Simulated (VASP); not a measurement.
Input:

```
Ba
1.0
    4.24002     0.00000     0.00000
   -1.41334     3.99753     0.00000
    0.00000     0.00000    25.01525
Ba
3
Direct
  0.50000   0.50000   0.36382
  0.00000   0.00000   0.50000
  0.50000   0.50000   0.63618
```

Computed with PBEsol GGA, VASP's PBE PAW potentials (set 64) (plane waves; VASP). Run with PREC = Normal, 400 eV cut-off, 7×7×1 Γ-centred mesh, first-order Methfessel-Paxton smearing of 0.10 eV, potentials Ba_sv.

Unless said otherwise, spin-orbit coupling is left out, though it shifts the bands of the heavy elements here.

Estimate the energy per atom (σ→0), band gap (on the k-mesh) with the smallest direct gap where there is one.

| Item | Value |
|---|---|
| band gap (on the k-mesh) | none (metal, semimetal or under 0.01 eV) |
| energy per atom (σ→0) | -1889 meV/atom |

The absolute energy has meaning only against runs of the same code, potentials and settings.

The cell is a thin slab with vacuum, built from Ba (bcc): (110) face.
